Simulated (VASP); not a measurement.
All values below come from PBE GGA with spin-orbit coupling, VASP's PBE PAW potentials (set 64) (plane waves; VASP).

A VASP calculation is set up with these files.

POSCAR:
```
NaI
1
    0.0000000000     3.2566474738     3.2566474738
    3.2566474738     0.0000000000     3.2566474738
    3.2566474738     3.2566474738     0.0000000000
Na I
1 1
Direct
  0.0000000000   0.0000000000   0.0000000000
  0.5000000000   0.5000000000   0.5000000000
```

INCAR:
```
ALGO=Normal
EDIFF=1E-6
ENCUT=400
GGA=PE
GGA_COMPAT=.False.
ISMEAR=0
LASPH=.True.
LCHARG=.False.
LMAXMIX=4
LREAL=.False.
LSORBIT=.True.
LWAVE=.False.
MAGMOM=0 0 0 0 0 0
NELM=100
PREC=Accurate
SIGMA=0.05
SYSTEM=NaI
```

KPOINTS_OPT:
```
k-points along high-symmetry lines
8
Line-mode
Reciprocal
  0.000000   0.000000   0.000000 ! GAMMA
  0.500000   0.000000   0.500000 ! X

  0.500000   0.000000   0.500000 ! X
  0.625000   0.250000   0.625000 ! U

  0.375000   0.375000   0.750000 ! K
  0.000000   0.000000   0.000000 ! GAMMA

  0.000000   0.000000   0.000000 ! GAMMA
  0.500000   0.500000   0.500000 ! L

  0.500000   0.500000   0.500000 ! L
  0.500000   0.250000   0.750000 ! W

  0.500000   0.250000   0.750000 ! W
  0.500000   0.000000   0.500000 ! X
```

KPOINTS:
```
Regular mesh
0
G
6 6 6
0 0 0
```

POTCAR, in this order: Na_pv I (PBE.64 set). Program: vasp_ncl.

Output of the run:

**OSZICAR**
```
       N       E                     dE             d eps       ncg     rms          rms(c)
DAV:   1     0.961024052780E+02    0.96102E+02   -0.56144E+03   768   0.945E+02
DAV:   2     0.260839126583E+01   -0.93494E+02   -0.89149E+02   816   0.254E+02
DAV:   3    -0.535620323086E+01   -0.79646E+01   -0.79268E+01   908   0.832E+01
DAV:   4    -0.557871334608E+01   -0.22251E+00   -0.22239E+00   940   0.142E+01
DAV:   5    -0.558338927100E+01   -0.46759E-02   -0.46758E-02   900   0.191E+00    0.349E+00
DAV:   6    -0.551771239358E+01    0.65677E-01   -0.87106E-02   824   0.202E+00    0.221E+00
DAV:   7    -0.550748903553E+01    0.10223E-01   -0.33616E-02   870   0.111E+00    0.163E+00
DAV:   8    -0.550950790866E+01   -0.20189E-02   -0.12066E-02   800   0.733E-01    0.437E-01
DAV:   9    -0.551014386841E+01   -0.63596E-03   -0.16210E-03   740   0.350E-01    0.840E-02
DAV:  10    -0.551016836730E+01   -0.24499E-04   -0.84319E-05   914   0.659E-02    0.582E-02
DAV:  11    -0.551018923278E+01   -0.20865E-04   -0.13283E-05   764   0.461E-02    0.239E-02
DAV:  12    -0.551020496286E+01   -0.15730E-04   -0.23385E-05   764   0.397E-02    0.343E-03
DAV:  13    -0.551020485217E+01    0.11069E-06   -0.68244E-07   702   0.984E-03
   1 F= -.55102049E+01 E0= -.55102049E+01  d E =-.262206E-13  mag=     0.0000    -0.0000    -0.0000
       N       E                     dE             ncg
       N       E                     dE             ncg
       N       E                     dE             ncg
```

### OUTCAR
```
------------------------ aborting loop because EDIFF is reached ----------------------------------------
  FORCE on cell =-STRESS in cart. coord.  units (eV):
  Direction    XX          YY          ZZ          XY          YZ          ZX
  --------------------------------------------------------------------------------------
  Total        0.0209572      0.0209572      0.0209572     -0.0000000     -0.0000000     -0.0000000
  in kB        0.4860738      0.4860738      0.4860738     -0.0000000     -0.0000000     -0.0000000
  external PRESSURE =       0.4860738 kB  Pullay stress =       0.0000000 kB
  volume of cell :       69.08
      direct lattice vectors                 reciprocal lattice vectors
     0.000000000  3.256647474  3.256647474    -0.153532123  0.153532123  0.153532123
     3.256647474  0.000000000  3.256647474     0.153532123 -0.153532123  0.153532123
     3.256647474  3.256647474  0.000000000     0.153532123  0.153532123 -0.153532123
  FREE ENERGIE OF THE ION-ELECTRON SYSTEM (eV)
  ---------------------------------------------------
  free  energy   TOTEN  =        -5.5102048522 eV

  energy  without entropy=       -5.5102048522  energy(sigma->0) =       -5.51020485

 Ion:    1  E_soc:     -0.0007823

 Ion:    2  E_soc:     -0.2482725
```
(Selected blocks of OUTCAR.)

OUTCAR:
```
 val. band max:        1.0086571212   @ k =   0.0000   0.0000   0.0000

 cond. band min:       4.2660794109   @ k =   0.0000   0.0000   0.0000


 Fermi energy:         1.2485633085

 k-point     1 :       0.0000    0.0000    0.0000
  band No.  band energies     occupation
      1     -21.8962      1.00000
      2     -21.8962      1.00000
      3     -21.7177      1.00000
      4     -21.7177      1.00000
      5     -21.7177      1.00000
      6     -21.7177      1.00000
      7     -10.2874      1.00000
      8     -10.2874      1.00000
      9      -0.0294      1.00000
     10      -0.0294      1.00000
     11       1.0087      1.00000
     12       1.0087      1.00000
     13       1.0087      1.00000
     14       1.0087      1.00000
     15       4.2661      0.00000
     16       4.2661      0.00000
     17       8.5885      0.00000
     18       8.5885      0.00000
     19       8.5885      0.00000
     20       8.5885      0.00000
     21       8.6313      0.00000
     22       8.6313      0.00000

 k-point     2 :       0.1667    0.0000    0.0000
  band No.  band energies     occupation
      1     -21.8968      1.00000
      2     -21.8968      1.00000
      3     -21.7188      1.00000
      4     -21.7188      1.00000
      5     -21.7179      1.00000
      6     -21.7179      1.00000
      7     -10.2173      1.00000
      8     -10.2173      1.00000
      9      -0.3617      1.00000
     10      -0.3617      1.00000
     11       0.5563      1.00000
     12       0.5563      1.00000
     13       0.9314      1.00000
     14       0.9314      1.00000
     15       5.0713      0.00000
     16       5.0713      0.00000
     17       8.1123      0.00000
     18       8.1123      0.00000
     19       8.7629      0.00000
     20       8.7629      0.00000
     21       8.8047      0.00000
     22       8.8047      0.00000

 k-point     3 :       0.3333    0.0000    0.0000
  band No.  band energies     occupation
      1     -21.8977      1.00000
...
```

The compound is NaI in the rock salt structure. It was relaxed first.
